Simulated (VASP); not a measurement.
Given:

```
CELL_PARAMETERS angstrom
      1.80404     1.04156     4.37769
     -1.80404     1.04156     4.37769
      0.00000    -2.08312     4.37769
ATOMIC_POSITIONS crystal
  In 0.50000 0.50000 0.50000
  Hg 0.00000 0.00000 0.00000
```

Computed with PBEsol GGA with spin-orbit coupling, VASP's PBE PAW potentials (set 64) (plane waves; VASP 6.6.1). Settings: 400 eV cut-off, 11×11×11 Γ-centred mesh, Gaussian smearing of 0.050 eV, potentials In_d Hg.

Task: Predict the energy per atom (σ→0), band gap (over mesh and band path) with the smallest direct gap where there is one.

Result: 
The band gap (over mesh and band path) is none (metal, semimetal or under 0.01 eV) and the energy per atom (σ→0) is -1969 meV/atom.

The absolute energy has meaning only against runs of the same code, potentials and settings.

The structure comes from a computed database's InHg entry (R-3m); how it stands against other phases isn't given here. It was relaxed first.
